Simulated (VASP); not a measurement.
Data:

```
CdS
1.0
    0.00000     2.95043     2.95043
    2.95043     0.00000     2.95043
    2.95043     2.95043     0.00000
Cd S
1 1
Direct
  0.00000   0.00000   0.00000
  0.25000   0.25000   0.25000
```

Level of theory: PBE GGA, VASP's PBE PAW potentials (set 64) (plane waves; VASP). Settings: 480 eV cut-off, 8×8×8 Γ-centred mesh, Gaussian smearing of 0.050 eV, potentials Cd S.

Q: What does the run give for the energy per atom (σ→0), band gap (on the k-mesh) with the smallest direct gap where there is one?

A: 
The band gap (on the k-mesh) comes out as 1.07 eV, the smallest direct gap (on the k-mesh) comes out as 1.07 eV and the energy per atom (σ→0) is -3.072 eV/atom.

Only differences to runs with the same potentials and settings are physical.

The compound is CdS in the zinc blende structure, a metastable form; wurtzite is the usual one. It was relaxed first under an external pressure of 1 GPa.
